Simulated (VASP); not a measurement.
# BeCo: accuracy against cost in the plane-wave cutoff and SCF solver, part 2 of 3

Aim: find what the plane-wave cutoff and SCF solver change for BeCo, and what they cost. The series runs use PBEsol. The start is a cell from a database of measured crystal structures.

VASP 6.6.1; PBEsol, spin-polarised from a ferromagnetic start (one magnetic atom a cell); plane waves and PAW (Be, Co).

Still holding for the runs below: The cell holds one magnetic atom, so no antiferromagnetic order fits into it. The k-mesh is coarse for a metal.

So far. Step 5 (Plane-wave cutoff: ENCUT = 270): Against the run before the energy moves by -25.18 meV an atom and the pressure by +10.42 GPa, after 13 cycles in 1.8 s.

## Step 6: Plane-wave cutoff: ENCUT = 310

INCAR reads:

```
SYSTEM = BeCo
PREC = Accurate
ENCUT = 310
EDIFF = 1E-06
NELM = 100
ISMEAR = -1
SIGMA = 0.05
LREAL = .FALSE.
ALGO = Normal
GGA = PS
NBANDS = 12
ISPIN = 2
MAGMOM = 0 2
LMAXMIX = 4
LORBIT = 11
LWAVE = .FALSE.
LCHARG = .FALSE.
KPAR = 2
ISIF = 2
```

POSCAR reads:

```
BeCo
1.0
    2.6060000000      0.0000000000      0.0000000000
    0.0000000000      2.6060000000      0.0000000000
    0.0000000000      0.0000000000      2.6060000000
Be Co
1 1
Direct
    0.0000000000      0.0000000000      0.0000000000
    0.5000000000      0.5000000000      0.5000000000
```

KPOINTS reads:

```
Automatic mesh
0
Gamma
7 7 7
0 0 0
```

PAW data sets: Be and Co (PBE family, release 64).

The run is started by

```sh
$ mpirun -np 2 vasp_std
```

The log of the run:

```text
[... set-up lines as in an earlier step ...]
 entering main loop
       N       E                     dE             d eps       ncg     rms          rms(c)
DAV:   1     0.212309068788E+02    0.21231E+02   -0.39110E+03   968   0.709E+02
DAV:   2    -0.143618932694E+02   -0.35593E+02   -0.32872E+02   996   0.145E+02
DAV:   3    -0.151613719974E+02   -0.79948E+00   -0.79536E+00  1140   0.257E+01
DAV:   4    -0.151685105156E+02   -0.71385E-02   -0.71374E-02  1052   0.234E+00
[...]
DAV:  12    -0.123800925298E+02   -0.20938E-04   -0.77104E-05  1260   0.848E-02    0.363E-02
DAV:  13    -0.123800936971E+02   -0.11673E-05   -0.12243E-05   996   0.359E-02    0.116E-02
DAV:  14    -0.123800930373E+02    0.65978E-06   -0.20590E-06   608   0.152E-02
   1 F= -.12380093E+02 E0= -.12371744E+02  d E =-.166975E-01  mag=     0.3115
```

Run time: 1.8 s. Hardware: 2 MPI ranks of Intel Xeon 6975P-C (Granite Rapids), shared host; peak memory 0.22 GiB; 1.8 s of CPU time.

Parts of OUTCAR (step 6):

```text
  Total       -1.0112230     -1.0112230     -1.0112230      0.0000000      0.0000000     -0.0000000
  in kB      -91.5449248    -91.5449248    -91.5449248      0.0000000      0.0000000     -0.0000000
  external PRESSURE =     -91.5449248 kB  Pullay stress =       0.0000000 kB

 POSITION                                       TOTAL-FORCE (eV/Angst)
 -----------------------------------------------------------------------------------
      0.00000      0.00000      0.00000         0.000000      0.000000      0.000000
      1.30300      1.30300      1.30300         0.000000      0.000000      0.000000
 -----------------------------------------------------------------------------------
    total drift:                                0.000000      0.000000      0.000000

  FREE ENERGIE OF THE ION-ELECTRON SYSTEM (eV)
  ---------------------------------------------------
  free  energy   TOTEN  =       -12.3800930373 eV

  energy  without entropy=      -12.3633955819  energy(sigma->0) =      -12.37174431

 magnetization (x)
# of ion       s       p       d       tot
------------------------------------------
    1       -0.004  -0.013   0.000  -0.017
    2       -0.001   0.002   0.329   0.330
--------------------------------------------------
tot         -0.005  -0.011   0.329   0.314

[... 1 part as in an earlier step ...]

[... 2 further parts left out ...]
[key lines of the parts left out:]
E-fermi :   8.6903
```

Against the run before the energy moves by -3.38 meV an atom and the pressure by +2.04 GPa, after 14 cycles in 1.8 s.

## Step 7: Plane-wave cutoff: ENCUT = 350

INCAR, as its differences from that of step 6:

```diff
@@ -2,3 +2,3 @@
 PREC = Accurate
-ENCUT = 310
+ENCUT = 350
 EDIFF = 1E-06
```

POSCAR is that of step 6.

KPOINTS is that of step 6.

The run is started by

```sh
$ mpirun -np 2 vasp_std
```

The log of the run:

```text
[... set-up lines as in an earlier step ...]
 entering main loop
       N       E                     dE             d eps       ncg     rms          rms(c)
DAV:   1     0.223950262430E+02    0.22395E+02   -0.42114E+03   968   0.786E+02
DAV:   2    -0.142564268148E+02   -0.36651E+02   -0.34110E+02  1008   0.154E+02
DAV:   3    -0.151613196100E+02   -0.90489E+00   -0.90021E+00  1096   0.294E+01
DAV:   4    -0.151704101221E+02   -0.90905E-02   -0.90878E-02  1128   0.265E+00
[...]
DAV:  12    -0.123760214780E+02   -0.20885E-04   -0.77472E-05  1272   0.872E-02    0.377E-02
DAV:  13    -0.123760228192E+02   -0.13411E-05   -0.12523E-05  1024   0.370E-02    0.122E-02
DAV:  14    -0.123760221965E+02    0.62263E-06   -0.21065E-06   600   0.158E-02
   1 F= -.12376022E+02 E0= -.12367674E+02  d E =-.166972E-01  mag=     0.3115
```

Wall time 1.8 s (2 MPI ranks); peak memory 0.22 GiB; 1.8 s of CPU time.

From OUTCAR (step 7):

```text
  Total       -1.0402490     -1.0402490     -1.0402490     -0.0000000     -0.0000000      0.0000000
  in kB      -94.1726244    -94.1726244    -94.1726244     -0.0000000     -0.0000000      0.0000000
  external PRESSURE =     -94.1726244 kB  Pullay stress =       0.0000000 kB

  FREE ENERGIE OF THE ION-ELECTRON SYSTEM (eV)
  ---------------------------------------------------
  free  energy   TOTEN  =       -12.3760221965 eV

  energy  without entropy=      -12.3593249779  energy(sigma->0) =      -12.36767359

 magnetization (x)
# of ion       s       p       d       tot
------------------------------------------
    1       -0.004  -0.013   0.000  -0.017
    2       -0.001   0.002   0.328   0.330
--------------------------------------------------
tot         -0.005  -0.011   0.328   0.313

[... 2 parts as in an earlier step ...]

[... 2 further parts left out ...]
[key lines of the parts left out:]
E-fermi :   8.6879
```

Against the run before the energy moves by +2.04 meV an atom and the pressure by -0.26 GPa, after 14 cycles in 1.8 s.

## Step 8: Plane-wave cutoff: ENCUT = 430

INCAR, as its differences from that of step 7:

```diff
@@ -2,3 +2,3 @@
 PREC = Accurate
-ENCUT = 350
+ENCUT = 430
 EDIFF = 1E-06
```

POSCAR is that of step 7.

KPOINTS is that of step 7.

The run is started by

```sh
$ mpirun -np 2 vasp_std
```

The log of the run:

```text
[... set-up lines as in an earlier step ...]
 entering main loop
       N       E                     dE             d eps       ncg     rms          rms(c)
DAV:   1     0.282396709287E+02    0.28240E+02   -0.47041E+03   972   0.911E+02
DAV:   2    -0.139649589614E+02   -0.42205E+02   -0.39153E+02   984   0.169E+02
DAV:   3    -0.151603889777E+02   -0.11954E+01   -0.11878E+01  1132   0.344E+01
DAV:   4    -0.151720577856E+02   -0.11669E-01   -0.11666E-01  1148   0.312E+00
[...]
DAV:  12    -0.123706342527E+02   -0.19351E-04   -0.76112E-05  1260   0.872E-02    0.383E-02
DAV:  13    -0.123706355919E+02   -0.13392E-05   -0.13525E-05  1056   0.393E-02    0.124E-02
DAV:  14    -0.123706350681E+02    0.52383E-06   -0.20998E-06   612   0.157E-02
   1 F= -.12370635E+02 E0= -.12362288E+02  d E =-.166932E-01  mag=     0.3110
```

It took 2.4 s on 2 MPI ranks; peak memory 0.22 GiB.

From OUTCAR (step 8):

```text
  Total       -1.0291318     -1.0291318     -1.0291318      0.0000000     -0.0000000      0.0000000
  in kB      -93.1661953    -93.1661953    -93.1661953      0.0000000     -0.0000000      0.0000000
  external PRESSURE =     -93.1661953 kB  Pullay stress =       0.0000000 kB

  FREE ENERGIE OF THE ION-ELECTRON SYSTEM (eV)
  ---------------------------------------------------
  free  energy   TOTEN  =       -12.3706350681 eV

  energy  without entropy=      -12.3539419169  energy(sigma->0) =      -12.36228849

 magnetization (x)
# of ion       s       p       d       tot
------------------------------------------
    1       -0.004  -0.013   0.000  -0.017
    2       -0.001   0.002   0.328   0.330
--------------------------------------------------
tot         -0.004  -0.010   0.328   0.313

[... 2 parts as in an earlier step ...]

[... 2 further parts left out ...]
[key lines of the parts left out:]
E-fermi :   8.6835
```

Against the run before the energy moves by +2.69 meV an atom and the pressure by +0.10 GPa, after 14 cycles in 2.4 s.

## Step 9: Plane-wave cutoff: ENCUT = 540

INCAR, as its differences from that of step 8:

```diff
@@ -2,3 +2,3 @@
 PREC = Accurate
-ENCUT = 430
+ENCUT = 540
 EDIFF = 1E-06
```

POSCAR is that of step 8.

KPOINTS is that of step 8.

The run is started by

```sh
$ mpirun -np 2 vasp_std
```

The log of the run:

```text
[... set-up lines as in an earlier step ...]
 entering main loop
       N       E                     dE             d eps       ncg     rms          rms(c)
DAV:   1     0.320479920856E+02    0.32048E+02   -0.54996E+03   968   0.106E+03
DAV:   2    -0.134669763615E+02   -0.45515E+02   -0.42092E+02   996   0.183E+02
DAV:   3    -0.151555174382E+02   -0.16885E+01   -0.16610E+01  1100   0.398E+01
DAV:   4    -0.151728012479E+02   -0.17284E-01   -0.17273E-01  1120   0.376E+00
[...]
DAV:  12    -0.123707689138E+02   -0.18605E-04   -0.74124E-05  1268   0.864E-02    0.385E-02
DAV:  13    -0.123707703678E+02   -0.14540E-05   -0.13537E-05  1068   0.396E-02    0.126E-02
DAV:  14    -0.123707698382E+02    0.52957E-06   -0.22657E-06   576   0.163E-02
   1 F= -.12370770E+02 E0= -.12362424E+02  d E =-.166924E-01  mag=     0.3110
```

Elapsed: 3 s, on 2 MPI ranks; peak memory 0.23 GiB; 4.2 s of CPU time.

OUTCAR, selected parts (step 9):

```text
  Total       -1.0082457     -1.0082457     -1.0082457      0.0000000      0.0000000     -0.0000000
  in kB      -91.2753947    -91.2753947    -91.2753947      0.0000000      0.0000000     -0.0000000
  external PRESSURE =     -91.2753947 kB  Pullay stress =       0.0000000 kB

 POSITION                                       TOTAL-FORCE (eV/Angst)
 -----------------------------------------------------------------------------------
      0.00000      0.00000      0.00000         0.000000      0.000000      0.000000
      1.30300      1.30300      1.30300         0.000000      0.000000      0.000000
 -----------------------------------------------------------------------------------
    total drift:                               -0.000000      0.000000     -0.000000

  FREE ENERGIE OF THE ION-ELECTRON SYSTEM (eV)
  ---------------------------------------------------
  free  energy   TOTEN  =       -12.3707698382 eV

  energy  without entropy=      -12.3540774319  energy(sigma->0) =      -12.36242364

[... 2 parts as in an earlier step ...]

[... 2 further parts left out ...]
[key lines of the parts left out:]
E-fermi :   8.6830
```

Against the run before the energy moves by -0.07 meV an atom and the pressure by +0.19 GPa, after 14 cycles in 3 s.

## Step 10: The plane-wave cutoff series as a table

This step: convergence of PBEsol results with the cutoff; plane waves and PAW (VASP 6.6.1).

Derived from the runs above.

Differences are taken from the run with ENCUT = 540. Results of the series, by row:

```csv
setting,status,energy less the reference (meV/atom),pressure (GPa),moment (μB),SCF cycles,wall time (s)
ENCUT = 160,converged,1350,-280.4,0.22,13,1.4
ENCUT = 200,converged,204.7,-76.13,0.3753,16,1.6
ENCUT = 240,converged,23.9,-21.61,0.3126,14,1.6
ENCUT = 270,converged,-1.284,-11.19,0.3102,13,1.8
ENCUT = 310,converged,-4.66,-9.154,0.3125,14,1.8
ENCUT = 350,converged,-2.625,-9.417,0.3124,14,1.8
ENCUT = 430,converged,0.06757,-9.317,0.312,14,2.4
ENCUT = 540,converged,0,-9.128,0.312,14,3
```

## Step 11: SCF solver: ALGO = Normal

This step: PBEsol, spin-polarised from a ferromagnetic start (one magnetic atom a cell); plane waves and PAW (Be, Co) (VASP 6.6.1).

All solvers should reach one answer; they differ in cycles and robustness.

INCAR, as its differences from that of step 9:

```diff
@@ -2,3 +2,3 @@
 PREC = Accurate
-ENCUT = 540
+ENCUT = 400
 EDIFF = 1E-06
```

POSCAR is that of step 9.

KPOINTS is that of step 9.

The run is started by

```sh
$ mpirun -np 2 vasp_std
```

The log of the run:

```text
[... set-up lines as in an earlier step ...]
 entering main loop
       N       E                     dE             d eps       ncg     rms          rms(c)
DAV:   1     0.246975783856E+02    0.24698E+02   -0.45240E+03   972   0.867E+02
DAV:   2    -0.141151466591E+02   -0.38813E+02   -0.36087E+02   992   0.159E+02
DAV:   3    -0.151614611201E+02   -0.10463E+01   -0.10395E+01  1132   0.317E+01
DAV:   4    -0.151715665260E+02   -0.10105E-01   -0.10102E-01  1116   0.290E+00
DAV:   5    -0.151719052974E+02   -0.33877E-03   -0.33876E-03  1140   0.528E-01    0.161E+01
DAV:   6    -0.171475570307E+02   -0.19757E+01   -0.82838E+01  1076   0.118E+02    0.196E+01
DAV:   7    -0.124372568569E+02    0.47103E+01   -0.40775E+01  1108   0.681E+01    0.273E+00
DAV:   8    -0.123888785112E+02    0.48378E-01   -0.25046E-01  1120   0.475E+00    0.161E+00
DAV:   9    -0.123763238061E+02    0.12555E-01   -0.18554E-02  1416   0.118E+00    0.983E-01
DAV:  10    -0.123714835402E+02    0.48403E-02   -0.11081E-02  1436   0.874E-01    0.203E-01
DAV:  11    -0.123715239312E+02   -0.40391E-04   -0.13327E-04  1036   0.120E-01    0.103E-01
DAV:  12    -0.123715431987E+02   -0.19267E-04   -0.76078E-05  1256   0.872E-02    0.382E-02
DAV:  13    -0.123715443870E+02   -0.11883E-05   -0.13272E-05  1044   0.390E-02    0.122E-02
DAV:  14    -0.123715438612E+02    0.52574E-06   -0.20347E-06   596   0.155E-02
   1 F= -.12371544E+02 E0= -.12363196E+02  d E =-.166954E-01  mag=     0.3112
```

Run time: 2.6 s. Hardware: 2 MPI ranks; peak memory 0.22 GiB.

OUTCAR, selected parts (step 11):

```text
   ENCUT  =  400.0 eV  29.40 Ry    5.42 a.u.   4.25  4.25  4.25*2*pi/ulx,y,z

   NELECT =      11.0000    total number of electrons

 E-fermi :   8.6845

 spin component 1
 k-point     1 :       0.0000    0.0000    0.0000
  band No.  band energies     occupation
    ...
      2       5.8808      1.00000
      3       5.8808      1.00000
      4       8.4580      0.98932
      5       8.4580      0.98932
      6       8.4580      0.98932
      7      16.3107      0.00000
      8      16.3107      0.00000
      9      16.3107      0.00000
     10      23.7989      0.00000
     11      23.7989      0.00000
    ...

 k-point     2 :       0.1429    0.0000    0.0000
  band No.  band energies     occupation
    ...
      2       5.9166      1.00000
      3       5.9672      1.00000
      4       8.1963      0.99994
      5       8.1963      0.99994
      6       8.4762      0.98471
      7      14.3969      0.00000
      8      16.9721      0.00000
      9      16.9721      0.00000
     10      23.8342      0.00000
     11      25.8827      0.00000
    ...

  Total       -1.0450825     -1.0450825     -1.0450825     -0.0000000      0.0000000     -0.0000000
  in kB      -94.6101928    -94.6101928    -94.6101928     -0.0000000      0.0000000     -0.0000000
  external PRESSURE =     -94.6101928 kB  Pullay stress =       0.0000000 kB

  FREE ENERGIE OF THE ION-ELECTRON SYSTEM (eV)
  ---------------------------------------------------
  free  energy   TOTEN  =       -12.3715438612 eV

  energy  without entropy=      -12.3548484650  energy(sigma->0) =      -12.36319616

[... 7 parts as in an earlier step ...]

[... 16 further parts left out ...]
```

Numbers from this step:

```yaml
fermi_energy: 8.684 eV
pressure: -9.461 GPa
moment_of_the_cell_from_the_last_line_of_the_log: 0.3112 μB
```

The series starts at -6.1816 eV an atom and -9.46 GPa, after 14 cycles in 2.6 s.

## Step 12: SCF solver: ALGO = Fast

INCAR, as its differences from that of step 11:

```diff
@@ -8,3 +8,3 @@
 LREAL = .FALSE.
-ALGO = Normal
+ALGO = Fast
 GGA = PS
```

POSCAR is that of step 11.

KPOINTS is that of step 11.

The run is started by

```sh
$ mpirun -np 2 vasp_std
```

The log of the run:

```text
[... set-up lines as in an earlier step ...]
 entering main loop
       N       E                     dE             d eps       ncg     rms          rms(c)
[... 5 cycles as in an earlier step ...]
RMM:   6    -0.171305678479E+02   -0.19587E+01   -0.19145E+01  1143   0.604E+01    0.207E+01
RMM:   7    -0.124318586656E+02    0.46987E+01   -0.54898E+00  1030   0.302E+01    0.354E+00
RMM:   8    -0.123807835803E+02    0.51075E-01   -0.21027E-02  1111   0.146E+00    0.167E+00
RMM:   9    -0.123790394862E+02    0.17441E-02   -0.32396E-03  1210   0.618E-01    0.135E+00
[...]
RMM:  14    -0.123715447672E+02    0.93884E-05   -0.17109E-05  1177   0.356E-02    0.204E-02
RMM:  15    -0.123715435963E+02    0.11708E-05   -0.50342E-06  1030   0.144E-02    0.659E-03
RMM:  16    -0.123715437382E+02   -0.14185E-06   -0.95796E-07   687   0.828E-03
   1 F= -.12371544E+02 E0= -.12363197E+02  d E =-.166925E-01  mag=     0.3109
```

The job ended after 2.6 s (2 MPI ranks; peak memory 0.22 GiB; 3.5 s of CPU time).

OUTCAR, selected parts (step 12):

```text
  Total       -1.0620374     -1.0620374     -1.0620374     -0.0000000      0.0000000     -0.0000000
  in kB      -96.1451012    -96.1451012    -96.1451012     -0.0000000      0.0000000     -0.0000000
  external PRESSURE =     -96.1451012 kB  Pullay stress =       0.0000000 kB

  FREE ENERGIE OF THE ION-ELECTRON SYSTEM (eV)
  ---------------------------------------------------
  free  energy   TOTEN  =       -12.3715437382 eV

  energy  without entropy=      -12.3548511947  energy(sigma->0) =      -12.36319747

 magnetization (x)
# of ion       s       p       d       tot
------------------------------------------
    1       -0.004  -0.013   0.000  -0.017
    2       -0.001   0.002   0.327   0.329
--------------------------------------------------
tot         -0.004  -0.010   0.327   0.313

[... 3 parts as in an earlier step ...]

[... 1 further part left out ...]
[key lines of the parts left out:]
E-fermi :   8.6843
```

Against the first of the series the energy stays within 0.01 meV an atom; the pressure moves by -0.15 GPa, after 16 cycles in 2.6 s.

## Step 13: SCF solver: ALGO = VeryFast

INCAR, as its differences from that of step 12:

```diff
@@ -8,3 +8,3 @@
 LREAL = .FALSE.
-ALGO = Fast
+ALGO = VeryFast
 GGA = PS
```

POSCAR is that of step 12.

KPOINTS is that of step 12.

The run is started by

```sh
$ mpirun -np 2 vasp_std
```

The log of the run:

```text
[... set-up lines as in an earlier step ...]
 entering main loop
       N       E                     dE             d eps       ncg     rms          rms(c)
RMM:   1     0.382471034698E+02    0.38247E+02   -0.24395E+03   480   0.657E+02
RMM:   2    -0.853055831570E+01   -0.46778E+02   -0.42282E+02   480   0.152E+02
RMM:   3    -0.139278499046E+02   -0.53973E+01   -0.31591E+01   480   0.556E+01
RMM:   4    -0.150435772499E+02   -0.11157E+01   -0.33421E+00   480   0.188E+01
[...]
RMM:  19    -0.123715385342E+02   -0.88834E-05   -0.32045E-05  1262   0.407E-02    0.561E-02
RMM:  20    -0.123715440021E+02   -0.54679E-05   -0.73669E-06  1227   0.225E-02    0.274E-02
RMM:  21    -0.123715437822E+02    0.21996E-06   -0.23136E-06   933   0.138E-02
   1 F= -.12371544E+02 E0= -.12363196E+02  d E =-.166964E-01  mag=     0.3112
```

Wall time 3 s (2 MPI ranks); peak memory 0.23 GiB; 4 s of CPU time.

From OUTCAR (step 13):

```text
  Total       -1.0539706     -1.0539706     -1.0539706     -0.0000000      0.0000000      0.0000000
  in kB      -95.4148199    -95.4148199    -95.4148199     -0.0000000      0.0000000      0.0000000
  external PRESSURE =     -95.4148199 kB  Pullay stress =       0.0000000 kB

  FREE ENERGIE OF THE ION-ELECTRON SYSTEM (eV)
  ---------------------------------------------------
  free  energy   TOTEN  =       -12.3715437822 eV

  energy  without entropy=      -12.3548473903  energy(sigma->0) =      -12.36319559

[... 4 parts as in an earlier step ...]

[... 1 further part left out ...]
[key lines of the parts left out:]
E-fermi :   8.6847
```

Against the first of the series the energy stays within 0.01 meV an atom; the pressure moves by -0.08 GPa, after 21 cycles in 3 s.

[end of part 2 of 3]

[Lines on the potential files, build, host, timing and source positions are cut from VASP's logs without a mark.]

[Logs are printed without paths, hosts, clocks, repeated set-up lines and the standing remarks that a program may print on its own settings, such as how far it seeks lower states.]

[Hosts, paths, dates, database ids (printed as entryN), source tags and the programs' standing remarks are cut or masked in the printed files.]

[A measured line is paired with the nearest computed mode of its activity, which favours agreement.]
